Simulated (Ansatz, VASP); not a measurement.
One calculation of As7O, two programs

File INCAR:

```
ALGO     = Normal         # electronic algorithm
EDIFF    = 1E-6           # SCF threshold, eV
EDIFFG   = -0.01          # ionic threshold
ENCUT    = 600            # plane-wave cutoff, eV
GGA      = PE             # functional
IBRION   = 2              # ionic algorithm
ISIF     = 3              # what is computed and relaxed
ISMEAR   = 0              # smearing method
LASPH    = T              # aspherical terms in the spheres
LCHARG   = F              # write CHGCAR
LREAL    = F              # projectors in reciprocal space
LWAVE    = F              # write WAVECAR
NELM     = 100            # most SCF steps
NSW      = 100            # ionic steps
PREC     = Accurate       # precision mode
SIGMA    = 0.1            # smearing width, eV
```

Contents of KPOINTS:

```
k-points
0
Gamma
  8 8 8
```

File POSCAR:

```
As7O
1.0
    0.0000000000      4.1344317215      4.1344317215
    4.1344317215      0.0000000000      4.1344317215
    4.1344317215      4.1344317215      0.0000000000
As O
7 1
Direct
    0.5000000000      0.5000000000      0.5000000000
    0.0000000000      0.5000000000      0.0000000000
    0.5000000000      0.0000000000      0.0000000000
    0.0000000000      0.5000000000      0.5000000000
    0.5000000000      0.0000000000      0.5000000000
    0.0000000000      0.0000000000      0.5000000000
    0.5000000000      0.5000000000      0.0000000000
    0.0000000000      0.0000000000      0.0000000000
```

Input for Ansatz:

```yaml
crystal:
  lattice:
    - [0.0, 4.1344317215, 4.1344317215]
    - [4.1344317215, 0.0, 4.1344317215]
    - [4.1344317215, 4.1344317215, 0.0]
  atoms:
    - { symbol: As, position: [0.5, 0.5, 0.5] }
    - { symbol: As, position: [0.0, 0.5, 0.0] }
    - { symbol: As, position: [0.5, 0.0, 0.0] }
    - { symbol: As, position: [0.0, 0.5, 0.5] }
    - { symbol: As, position: [0.5, 0.0, 0.5] }
    - { symbol: As, position: [0.0, 0.0, 0.5] }
    - { symbol: As, position: [0.5, 0.5, 0.0] }
    - { symbol: O, position: [0.0, 0.0, 0.0] }
basis:
  ecutwfc: 420
kpoints:
  mp_grid: { grid: [8, 8, 8] }
hamiltonian:
  xc: pbe
scf:
  occupations: { method: gaussian, width: 0.1 }
output:
  forces: true
  stress: true
  eigenvalues: true
  write_density: true
  write_potential: true
  elf: true
  volumetric_format: npy
relax:
  adjacent_minimum: "off"
  f_tol: 0.01
  max_steps: 80
  cell: { stress_tol: 0.05 }
```

Change from the starting cell: species swapped into the SbPt7 type (Fm-3m, No. 225).

Alike in both runs: task relaxation of cell and atoms; functional PBE; k mesh 8 × 8 × 8; occupations gaussian, width 0.1 eV; no spin polarisation.

|  | VASP | Ansatz |
| --- | --- | --- |
| version | VASP 6.6.1 | Ansatz 0.2.0 |
| potentials or method | VASP PAW PBE potentials, release 64 (As, O) | scalar-relativistic, plane waves, PAW |
| plane-wave cutoff (eV) | 600 | 420 |
| valence electrons in the cell | 41 | 111 |

Ansatz gave:

```
gap on the k mesh at the Fermi level, each at its own relaxed structure (eV) : none
relaxed volume (Å³/atom)                                                     : 17.71
relaxed cell length with the largest relative difference (Å)                 : 5.851
```

Task: What did VASP give for the same quantities?

Result: gap on the k mesh at the Fermi level, each at its own relaxed structure (eV): none; relaxed volume (Å³/atom): 17.72; relaxed cell length with the largest relative difference (Å): 5.853.

A gap of «none» marks a metal or a gap that the smearing closes. The two sets of potentials don't hold the same shells in valence.

Caveats: an odd number of electrons without spin polarisation forces a metal; a magnetic or distorted state may lie lower.
